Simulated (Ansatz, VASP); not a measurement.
# Al64Si19O38 (amorphous SiO2 against Al(111), 7.6 A) in two plane-wave programs, part 2 of 2

One calculation is typed for both programs; each brings its own data sets. How far apart do they land? Of the first pair: The structure shown is the start of the Ansatz relaxation below; VASP solves that cell, so the two are compared at the walk's first step.

VASP 6.6.1 and Ansatz 0.2.0.

So far. Step 3 (VASP: single point, PBE, start cell, pair 1): The run ends at a pressure of 7.24 GPa, with forces up to 5.1 eV/Å.

### Step 5. Ansatz: relaxation, PBE

Level of this step: Ansatz beside VASP: Kohn-Sham DFT, plane waves, PBE (Ansatz).

This run makes the geometry at which the two programs are then compared. The cell compared in this pair holds 2041.16 Å³, against 1881.60 Å³ for the pair before.

The structure compared here is the end of the Ansatz relaxation.

Contents of input.yaml:

```yaml
crystal:
  lattice:
    - [11.42685, 0.0, 0.0]
    - [0.0, 9.89594, 0.0]
    - [0.0, 0.0, 16.63965]
  atoms:
    - { symbol: Al, position: [0.9837, 0.01484, 0.31742] }
    - { symbol: Al, position: [0.33514, 0.87563, 0.99126] }
    - { symbol: Al, position: [0.12297, 0.86886, 0.95019] }
    - { symbol: Al, position: [0.024, 0.12211, 0.04187] }
    - { symbol: Al, position: [0.24917, 0.51627, 0.33024] }
    - { symbol: Al, position: [0.11501, 0.42316, 0.04186] }
    - { symbol: Al, position: [0.37699, 0.41718, 0.01468] }
    - { symbol: Al, position: [0.23006, 0.65993, 0.0175] }
    - { symbol: Al, position: [0.22399, 0.15167, 0.9803] }
    - { symbol: Al, position: [0.12742, 0.08875, 0.18832] }
    - { symbol: Al, position: [0.36212, 0.09281, 0.19796] }
    - { symbol: Al, position: [0.23826, 0.34536, 0.19461] }
    - { symbol: Al, position: [0.99647, 0.65556, 0.03953] }
    - { symbol: Al, position: [0.37648, 0.59144, 0.17308] }
    - { symbol: Al, position: [0.12519, 0.5956, 0.17889] }
    - { symbol: Al, position: [0.99415, 0.84047, 0.17374] }
    - { symbol: Al, position: [0.00322, 0.34726, 0.19012] }
    - { symbol: Al, position: [0.36461, 0.26078, 0.3267] }
    - { symbol: Al, position: [0.11605, 0.27519, 0.34149] }
    - { symbol: Al, position: [0.9925, 0.52317, 0.3253] }
    - { symbol: Al, position: [0.25215, 0.84457, 0.16296] }
    - { symbol: Al, position: [0.12081, 0.76504, 0.3097] }
    - { symbol: Al, position: [0.37182, 0.76148, 0.308] }
    - { symbol: Al, position: [0.24321, 0.01392, 0.33233] }
    - { symbol: Al, position: [0.38674, 0.94185, 0.50183] }
    - { symbol: Al, position: [0.16563, 0.93994, 0.48261] }
    - { symbol: Al, position: [0.97906, 0.13217, 0.47315] }
    - { symbol: Al, position: [0.16366, 0.39917, 0.54066] }
    - { symbol: Al, position: [0.37183, 0.42275, 0.50709] }
    - { symbol: Al, position: [0.2565, 0.6792, 0.45777] }
[... 85 atom lines left out ...]
    - { symbol: O, position: [0.82943, 0.07521, 0.78843] }
    - { symbol: O, position: [0.5058, 0.33137, 0.4959] }
    - { symbol: O, position: [0.11997, 0.76289, 0.48482] }
    - { symbol: O, position: [0.7912, 0.61173, 0.78314] }
    - { symbol: O, position: [0.62755, 0.97611, 0.8563] }
    - { symbol: O, position: [0.04742, 0.41029, 0.60543] }
kpoints:
  mp_grid: { grid: [1, 2, 1] }
hamiltonian:
  xc: pbe
scf:
  occupations: { method: fermi_dirac, width: 0.1 }
output:
  forces: true
relax:
  f_tol: 0.08
  max_steps: 90
  cell: { fix: [a, b, alpha, beta, gamma] }
```

The run is started by

```sh
$ ansatz run input.yaml --threads 4 --pin off --max-ram 8192MiB --backend cpu --events-out ev --progress --plain --runs-dir out
```

Numbers of over 12 decimals in the logs are rounded to 6 here.

The log of the run:

```text
[...]
Crystal: 121 atoms, lattice volume = 1881.602 Å³
Basis set: ecut = 420 eV, 36777 PW (Γ), exchange–correlation on 160×144×240 points (8 copies of the dense FFT grid, shifted against one another)
Bands: 369, of which v1, the nominal top of the filled ones, is band 248 counted from 1 (247 counted from 0)
Symmetry: 1 space group operations
[...]
k-points: 2
[...]
- { symbol: O, position: [0.182453, -0.0022144, 0.756203] }
    - { symbol: O, position: [0.894342, 0.158529, 0.539957] }
    - { symbol: O, position: [0.544443, 0.00945649, 0.702650] }
    - { symbol: O, position: [0.253187, 0.223216, 0.703080] }
    - { symbol: O, position: [0.679958, 0.815627, 0.758358] }
    - { symbol: O, position: [-0.012520, 0.981005, 0.984538] }
    - { symbol: O, position: [0.221809, 0.504155, 0.515536] }
[...]
- { symbol: O, position: [0.090775, 0.765858, 0.486054] }
    - { symbol: O, position: [0.720417, 0.610886, 0.854565] }
    - { symbol: O, position: [0.553041, 0.971910, 0.846131] }
    - { symbol: O, position: [0.046145, 0.325688, 0.606039] }
```

### Step 6. VASP: single point, PBE, relaxed cell, pair 2

The same cell, functional, mesh and smearing now go to VASP, with its own data sets.

Contents of INCAR:

```
SYSTEM = Al64Si19O38
PREC = Accurate
ENCUT = 600
EDIFF = 1E-06
NELM = 120
ISMEAR = -1
SIGMA = 0.1
LREAL = Auto
ALGO = Normal
GGA = PE
NBANDS = 336
LORBIT = 11
LWAVE = .FALSE.
LCHARG = .FALSE.
ISIF = 2
LASPH = .TRUE.
GGA_COMPAT = .FALSE.
KPAR = 2
NCORE = 2
```

Contents of POSCAR:

```
Al64Si19O38
1.0
   11.4268500000      0.0000000000      0.0000000000
    0.0000000000      9.8959400000      0.0000000000
    0.0000000000      0.0000000000     18.0506760000
Al Si O
64 19 38
Direct
    0.0762900000      0.0648500000      0.3209600000
    0.3476400000      0.9539800000      0.0172500000
    0.1239700000      0.8915600000      0.0083100000
    0.0344000000      0.1585700000      0.0014800000
    0.3108300000      0.5563400000      0.3131000000
    0.1306300000      0.3976300000      0.9724700000
    0.4048300000      0.4288400000      0.9094700000
    0.2927300000      0.5271700000      0.0575900000
    0.2255900000      0.1671400000      0.9164200000
    0.1655100000      0.0721000000      0.1375900000
    0.4055600000      0.0364200000      0.1618600000
    0.3200200000      0.3057500000      0.1396200000
    0.0869100000      0.6391800000      0.0358200000
    0.4402100000      0.5512800000      0.1819700000
    0.1542800000      0.5653100000      0.1855300000
    0.0408300000      0.8280900000      0.1510200000
    0.0519700000      0.3328900000      0.1191700000
    0.4286300000      0.3169500000      0.2829300000
    0.1784600000      0.3146300000      0.2688300000
    0.0658600000      0.5708100000      0.3258300000
    0.2976500000      0.7769800000      0.1291000000
    0.1845400000      0.8132300000      0.2749700000
    0.4237300000      0.8001900000      0.2741800000
    0.3107800000      0.0706100000      0.3009000000
    0.3428300000      0.9474300000      0.4330700000
    0.0980400000      0.9442900000      0.5128300000
    0.9724300000      0.1655700000      0.4491200000
    0.1090900000      0.3736600000      0.5201900000
    0.3804000000      0.4961200000      0.5386800000
    0.2003200000      0.6474600000      0.4496800000
[... 85 atom lines left out ...]
    0.7454700000      0.0715500000      0.7736700000
    0.4792700000      0.3640500000      0.5078900000
    0.0907700000      0.7658600000      0.4860500000
    0.7204200000      0.6108900000      0.8545700000
    0.5530400000      0.9719100000      0.8461300000
    0.0461500000      0.3256900000      0.6060400000
```

Contents of KPOINTS:

```
Automatic mesh
0
Gamma
1 2 1
0 0 0
```

PAW data sets: Al, Si and O (PBE family, release 64).

The run is started by

```sh
$ mpirun -np 16 vasp_std
```

The log of the run:

```text
[... set-up lines as in an earlier step ...]
 entering main loop
       N       E                     dE             d eps       ncg     rms          rms(c)
DAV:   1     0.253251152847E+04    0.25325E+04   -0.22694E+05  1344   0.141E+03
DAV:   2    -0.361574912329E+03   -0.28941E+04   -0.27325E+04  1672   0.250E+02
DAV:   3    -0.722977239576E+03   -0.36140E+03   -0.35666E+03  1584   0.912E+01
DAV:   4    -0.732478011286E+03   -0.95008E+01   -0.94512E+01  1568   0.155E+01
[...]
DAV:  20    -0.665170180451E+03   -0.20839E-05   -0.24788E-05  1488   0.105E-02    0.107E-02
DAV:  21    -0.665170180451E+03    0.66211E-09   -0.15967E-05  1688   0.842E-03    0.564E-03
DAV:  22    -0.665170180390E+03    0.60329E-07   -0.39641E-06  1304   0.442E-03
   1 F= -.66517018E+03 E0= -.66473496E+03  d E =-.870438E+00
```

From OUTCAR (step 6):

```text
  Total      -41.3841516      6.1611520     -0.9851990     -6.0251870     -3.5592226     -3.8787754
  in kB      -32.4838568      4.8361020     -0.7733169     -4.7293784     -2.7937573     -3.0445854
  external PRESSURE =      -9.4736906 kB  Pullay stress =       0.0000000 kB

  FREE ENERGIE OF THE ION-ELECTRON SYSTEM (eV)
  ---------------------------------------------------
  free  energy   TOTEN  =      -665.1701803903 eV

  energy  without entropy=     -664.2997426223  energy(sigma->0) =     -664.73496151

[... 1 part as in an earlier step ...]

[... 2 further parts left out ...]
[key lines of the parts left out:]
E-fermi :   5.5186
```

The run ends at a pressure of -0.95 GPa, with forces up to 0.079 eV/Å.

### Step 7. Differences

What differs besides the data sets and the points named for the pairs above, as far as they apply: the cutoff is 420 eV in Ansatz and 600 eV in VASP (PREC = Accurate, projectors in real space). Total energies have different zeros and are not compared.

Both answers:

| quantity | Ansatz | VASP | difference |
| --- | --- | --- | --- |
| pressure (GPa) | -0.86 | -0.95 | +0.09 |

At this near-relaxed geometry the largest component of a force difference is 78 meV/Å.

### Step 8. Results

| Item | Value |
| --- | --- |
| r.m.s. force difference (single point, PBE, start cell, pair 1) | 1.4 % of the r.m.s. force |
| r.m.s. force difference (single point, PBE, relaxed cell, pair 2) | 12 meV/Å |

In words: The r.m.s. force difference is 12 meV/Å (single point, PBE, relaxed cell, pair 2), at about the 12 meV/Å picked in this series as the mark of a large difference. What causes the difference of the single point, PBE, relaxed cell, pair 2 pair stays open here. How closely two codes agree says nothing of how well the functional describes the real material.

[Lines on the potential files, build, host, timing and source positions are cut from VASP's logs without a mark.]

[Logs are printed without paths, hosts, clocks, repeated set-up lines and the standing remarks that a program may print on its own settings, such as how far it seeks lower states.]

[Hosts, paths, dates, database ids (printed as entryN), source tags and the programs' standing remarks are cut or masked in the printed files.]
